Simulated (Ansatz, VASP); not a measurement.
**SbRh3C (Rh3SbC antiperovskite) in two plane-wave programs**

One calculation is typed for both programs; each brings its own data sets. How far apart do they land? The cell is generated by rule, not measured, and may not be a known phase. The cell is taken from a series of runs on this material, whose earlier steps may have relaxed, scaled, displaced or heated it; both programs get it as it stands.

Program: Ansatz 0.2.0. Level of theory: plane waves, with VASP 6.6.1 beside it; zone-centre phonons at PBE. Results are calculated unless marked as measured.

The structure was built from a prototype and need not be the compound's stable phase.

### 1. Starting point

Symmetry: Pm-3m, No. 221, cubic system. Conventional cell: a = 4.158 Å, b = 4.158 Å, c = 4.158 Å, α = 90.00°, β = 90.00°, γ = 90.00°. Sb has 12 Rh at 2.94 Å nearest. Nearest to Rh lie 2 C at 2.08 Å and 8 Rh at 2.94 Å and 4 Sb at 2.94 Å. C has 6 Rh at 2.08 Å nearest. Farther neighbours are not listed.

As a file:

```xyz
5
Lattice="4.1582 0.0000 0.0000 0.0000 4.1582 0.0000 0.0000 0.0000 4.1582" Properties=species:S:1:pos:R:3 pbc="T T T"
Sb    0.0000    0.0000    0.0000
Rh    2.0791    2.0791    0.0000
Rh    2.0791    0.0000    2.0791
Rh    0.0000    2.0791    2.0791
C     2.0791    2.0791    2.0791
```

### 2. VASP: zone-centre phonons, PBE

Second derivatives magnify differences that forces hide, and they need a tight electronic threshold.

Lines of VASP's logs that name or quote its potential files are left out, and so is its time.

File INCAR:

```
SYSTEM = SbRh3C
PREC = Accurate
ENCUT = 600
EDIFF = 1E-08
NELM = 120
ISMEAR = 1
SIGMA = 0.2
LREAL = .FALSE.
ALGO = Normal
GGA = PE
NBANDS = 33
LASPH = .TRUE.
LORBIT = 11
LWAVE = .FALSE.
LCHARG = .FALSE.
ISIF = 2
IBRION = 8
GGA_COMPAT = .FALSE.
KPAR = 2
```

File POSCAR:

```
SbRh3C
1.0
    4.1582120545      0.0000000000      0.0000000000
    0.0000000000      4.1582120545      0.0000000000
    0.0000000000      0.0000000000      4.1582120545
Sb Rh C
1 3 1
Direct
    0.0000000000      0.0000000000      0.0000000000
    0.5000000000      0.5000000000      0.0000000000
    0.5000000000      0.0000000000      0.5000000000
    0.0000000000      0.5000000000      0.5000000000
    0.5000000000      0.5000000000      0.5000000000
```

File KPOINTS:

```
Automatic mesh
0
Gamma
4 4 4
0 0 0
```

PAW data sets: Sb, Rh_pv and C (PBE family, release 64).

Launch:

```sh
$ mpirun -np 2 vasp_std
```

Numbers of over 12 decimals in the logs are rounded to 6 here.

Output:

```text
[banner, memory and clock lines left out]
running    2 mpi-ranks, on    1 nodes
 distrk:  each k-point on    1 cores,    2 groups
 distr:  one band on    1 cores,    1 groups

 POSCAR found type information on POSCAR SbRhC
 POSCAR found :  3 types and       5 ions
 LDA part: xc-table for (Slater+PW92), standard interpolation
 POSCAR, INCAR and KPOINTS ok, starting setup
 FFT: planning ... GRIDC
 FFT: planning ... GRID_SOFT
 FFT: planning ... GRID
 WAVECAR not read
 entering main loop
       N       E                     dE             d eps       ncg     rms          rms(c)
DAV:   1     0.658042111275E+03    0.65804E+03   -0.34625E+04   668   0.192E+03
DAV:   2    -0.116806209566E+02   -0.66972E+03   -0.65852E+03   750   0.547E+02
DAV:   3    -0.362733210755E+02   -0.24593E+02   -0.24059E+02   756   0.107E+02
DAV:   4    -0.368156901797E+02   -0.54237E+00   -0.54072E+00   719   0.165E+01
DAV:   5    -0.368279622496E+02   -0.12272E-01   -0.12266E-01   774   0.255E+00    0.236E+01
DAV:   6    -0.349205212826E+02    0.19074E+01   -0.16137E+01   777   0.243E+01    0.920E+00
DAV:   7    -0.344077654237E+02    0.51276E+00   -0.29585E+00   764   0.116E+01    0.738E+00
DAV:   8    -0.343642105972E+02    0.43555E-01   -0.39117E-01   742   0.398E+00    0.222E+00
DAV:   9    -0.343538434823E+02    0.10367E-01   -0.23342E-02   832   0.864E-01    0.385E-01
DAV:  10    -0.343530909441E+02    0.75254E-03   -0.84229E-03   762   0.443E-01    0.168E-01
DAV:  11    -0.343530271936E+02    0.63750E-04   -0.46641E-04   750   0.141E-01    0.429E-02
DAV:  12    -0.343529989376E+02    0.28256E-04   -0.11304E-04   722   0.517E-02    0.224E-02
DAV:  13    -0.343529978259E+02    0.11117E-05   -0.45897E-06   792   0.142E-02    0.408E-03
DAV:  14    -0.343529972016E+02    0.62427E-06   -0.26225E-07   723   0.334E-03    0.188E-03
DAV:  15    -0.343529974408E+02   -0.23911E-06   -0.48822E-08   648   0.147E-03    0.639E-04
DAV:  16    -0.343529974605E+02   -0.19796E-07   -0.45981E-09   364   0.454E-04    0.141E-04
DAV:  17    -0.343529974448E+02    0.15738E-07   -0.68673E-10   354   0.195E-04    0.270E-05
DAV:  18    -0.343529974460E+02   -0.11778E-08   -0.18032E-10   360   0.854E-05
   1 F= -.34352997E+02 E0= -.34352920E+02  d E =-.233480E-03
 Linear response reoptimize wavefunctions to high precision
DAV:   1    -0.343529974438E+02    0.21928E-08   -0.48436E-11   360   0.548E-05
DAV:   2    -0.343529974438E+02    0.20009E-10    0.16107E-12   344   0.203E-05
 Linear response DOF=           4
 Linear response progress:
  Degree of freedom:   1/  4
       N       E                     dE             d eps       ncg     rms          rms(c)
RMM:   1    -0.285873655193E-01   -0.28587E-01   -0.90368E-03  2105   0.969E-01
RMM:   2    -0.253372637495E-01    0.32501E-02   -0.31319E-03  1925   0.186E-01    0.504E-02
RMM:   3    -0.252247432381E-01    0.11252E-03   -0.23484E-04  1787   0.582E-02    0.295E-02
RMM:   4    -0.251526774400E-01    0.72066E-04   -0.57369E-05  1798   0.369E-02    0.522E-03
RMM:   5    -0.251453565154E-01    0.73209E-05   -0.35726E-06  1750   0.136E-02    0.679E-03
RMM:   6    -0.251426819599E-01    0.26746E-05   -0.31237E-06  1715   0.704E-03    0.190E-03
RMM:   7    -0.251427991613E-01   -0.11720E-06   -0.88417E-08  1851   0.254E-03    0.664E-04
RMM:   8    -0.251449214091E-01   -0.21222E-05   -0.53410E-08  1804   0.106E-03    0.159E-04
RMM:   9    -0.251450092816E-01   -0.87873E-07   -0.10020E-09  1922   0.345E-04    0.756E-05
RMM:  10    -0.251452322633E-01   -0.22298E-06   -0.27526E-09  1876   0.115E-04    0.169E-05
RMM:  11    -0.251452818475E-01   -0.49584E-07   -0.19755E-09  1974   0.406E-05    0.572E-06
RMM:  12    -0.251452841372E-01   -0.22897E-08    0.62327E-10  1932   0.132E-05    0.208E-06
 first order change of Fermi-energy  -0.13303E-03
 force on displaced ion       1 direction 1 :  -1.439   0.000  -0.000
 Linear response progress:
  Degree of freedom:   2/  4
       N       E                     dE             d eps       ncg     rms          rms(c)
RMM:   1    -0.386761690837E+00   -0.38676E+00    0.28765E+01  2205   0.576E+01
RMM:   2    -0.519332767235E+00   -0.13257E+00   -0.16582E-01  2541   0.243E+00    0.103E-01
RMM:   3    -0.520187516456E+00   -0.85475E-03   -0.51248E-03  2880   0.362E-01    0.648E-02
RMM:   4    -0.520258306731E+00   -0.70790E-04   -0.67668E-04  2912   0.116E-01    0.248E-02
RMM:   5    -0.520248959927E+00    0.93468E-05   -0.40437E-05  2737   0.549E-02    0.385E-02
RMM:   6    -0.520231174401E+00    0.17786E-04   -0.61650E-05  2639   0.300E-02    0.598E-03
RMM:   7    -0.520200318139E+00    0.30856E-04    0.65408E-06  2927   0.109E-02    0.226E-03
RMM:   8    -0.520198147791E+00    0.21703E-05   -0.24240E-07  2855   0.414E-03    0.184E-03
RMM:   9    -0.520193449365E+00    0.46984E-05    0.13753E-06  2819   0.197E-03    0.474E-04
RMM:  10    -0.520187644150E+00    0.58052E-05   -0.24313E-07  3101   0.870E-04    0.114E-04
RMM:  11    -0.520187112459E+00    0.53169E-06   -0.55151E-07  3089   0.344E-04    0.469E-05
RMM:  12    -0.520186828662E+00    0.28380E-06   -0.97357E-07  3056   0.152E-04    0.110E-05
RMM:  13    -0.520186779392E+00    0.49270E-07   -0.50008E-07  3206   0.770E-05    0.698E-06
RMM:  14    -0.520186855292E+00   -0.75900E-07   -0.12314E-07  2903   0.501E-05    0.281E-06
[...]
RMM:  18    -0.520186886906E+00   -0.63830E-08   -0.18803E-07  1675   0.142E-05    0.399E-07
RMM:  19    -0.520186892341E+00   -0.54351E-08   -0.22046E-07  1661   0.125E-05    0.231E-07
RMM:  20    -0.520186891856E+00    0.48459E-09   -0.18462E-07   756   0.108E-05    0.199E-07
RMM:  21    -0.520186893137E+00   -0.12805E-08   -0.21706E-07   693   0.100E-05    0.276E-07
RMM:  22    -0.520186891712E+00    0.14252E-08   -0.18786E-07   766   0.958E-06    0.196E-07
RMM:  23    -0.520186896173E+00   -0.44610E-08   -0.21703E-07   664   0.919E-06    0.188E-07
RMM:  24    -0.520186891613E+00    0.45593E-08   -0.19389E-07   671   0.896E-06    0.203E-07
RMM:  25    -0.520186898149E+00   -0.65358E-08   -0.21757E-07   601   0.878E-06    0.217E-07
 first order change of Fermi-energy   0.41394E-04
 force on displaced ion       2 direction 1 :   0.780   0.000   0.000
 Linear response progress:
  Degree of freedom:   3/  4
       N       E                     dE             d eps       ncg     rms          rms(c)
RMM:   1    -0.433749223718E+00   -0.43375E+00    0.24165E+01  1518   0.561E+01
RMM:   2    -0.561411053235E+00   -0.12766E+00   -0.14842E-01  1695   0.232E+00    0.121E-01
RMM:   3    -0.562401095454E+00   -0.99004E-03   -0.41806E-03  1846   0.349E-01    0.641E-02
RMM:   4    -0.562468467971E+00   -0.67373E-04   -0.44107E-04  1939   0.118E-01    0.330E-02
RMM:   5    -0.562466858658E+00    0.16093E-05   -0.17849E-04  1806   0.454E-02    0.244E-02
RMM:   6    -0.562405794863E+00    0.61064E-04    0.41997E-05  1814   0.215E-02    0.759E-03
RMM:   7    -0.562380215236E+00    0.25580E-04   -0.12570E-05  2010   0.101E-02    0.125E-03
RMM:   8    -0.562379229419E+00    0.98582E-06    0.30312E-06  1978   0.369E-03    0.588E-04
RMM:   9    -0.562378670158E+00    0.55926E-06    0.42780E-06  1964   0.162E-03    0.180E-04
RMM:  10    -0.562378787027E+00   -0.11687E-06    0.65448E-06  1973   0.797E-04    0.114E-04
RMM:  11    -0.562380186242E+00   -0.13992E-05    0.69343E-06  1821   0.526E-04    0.221E-05
RMM:  12    -0.562380162990E+00    0.23253E-07    0.71575E-06  1992   0.316E-04    0.155E-05
RMM:  13    -0.562380247044E+00   -0.84055E-07    0.74014E-06  2073   0.217E-04    0.103E-05
RMM:  14    -0.562380362510E+00   -0.11547E-06    0.74257E-06  1914   0.165E-04    0.724E-06
[...]
RMM:  19    -0.562380569734E+00   -0.10960E-07    0.76099E-06  1338   0.627E-05    0.141E-06
RMM:  20    -0.562380587808E+00   -0.18074E-07    0.76851E-06  1667   0.577E-05    0.753E-07
RMM:  21    -0.562380626427E+00   -0.38618E-07    0.75929E-06  1816   0.537E-05    0.704E-07
RMM:  22    -0.562380590880E+00    0.35547E-07    0.76841E-06  1480   0.499E-05    0.122E-06
RMM:  23    -0.562380610512E+00   -0.19633E-07    0.75969E-06   861   0.457E-05    0.938E-07
RMM:  24    -0.562380602987E+00    0.75249E-08    0.76888E-06   704   0.437E-05    0.103E-06
RMM:  25    -0.562380627252E+00   -0.24264E-07    0.75982E-06  1362   0.435E-05    0.343E-07
RMM:  26    -0.562380626212E+00    0.10393E-08    0.76876E-06  1001   0.417E-05    0.453E-08
 first order change of Fermi-energy   0.52363E-03
 force on displaced ion       2 direction 3 :   0.000   0.000  -5.838
 Linear response progress:
  Degree of freedom:   4/  4
       N       E                     dE             d eps       ncg     rms          rms(c)
RMM:   1    -0.125390106054E+00   -0.12539E+00    0.82477E-02  2203   0.184E+00
RMM:   2    -0.120050096330E+00    0.53400E-02   -0.91962E-03  1803   0.366E-01    0.132E-01
RMM:   3    -0.120434032977E+00   -0.38394E-03   -0.14981E-03  1770   0.160E-01    0.627E-02
RMM:   4    -0.120991820210E+00   -0.55779E-03   -0.39385E-04  1873   0.822E-02    0.195E-02
RMM:   5    -0.121097553584E+00   -0.10573E-03   -0.33796E-05  1794   0.294E-02    0.715E-03
RMM:   6    -0.121105342081E+00   -0.77885E-05    0.13910E-07  1766   0.115E-02    0.602E-03
RMM:   7    -0.121116575124E+00   -0.11233E-04   -0.38022E-06  1726   0.602E-03    0.150E-03
RMM:   8    -0.121108838888E+00    0.77362E-05    0.11110E-07  1874   0.275E-03    0.246E-04
RMM:   9    -0.121109771262E+00   -0.93237E-06   -0.77740E-08  1867   0.680E-04    0.139E-04
RMM:  10    -0.121110429028E+00   -0.65777E-06    0.41826E-08  1903   0.261E-04    0.543E-05
RMM:  11    -0.121110432737E+00   -0.37087E-08   -0.17809E-09  1815   0.129E-04    0.184E-05
 first order change of Fermi-energy  -0.11424E-03
 force on displaced ion       5 direction 1 :  -2.084   0.000  -0.000
 Linear response finished
```

(Part 1 of 3 ends here.)

[Lines on the potential files, build, host, timing and source positions are cut from VASP's logs without a mark.]

[Logs are printed without paths, hosts, clocks, repeated set-up lines and the standing remarks that a program may print on its own settings, such as how far it seeks lower states.]

[Hosts, paths, dates, database ids (printed as entryN), source tags and the programs' standing remarks are cut or masked in the printed files.]
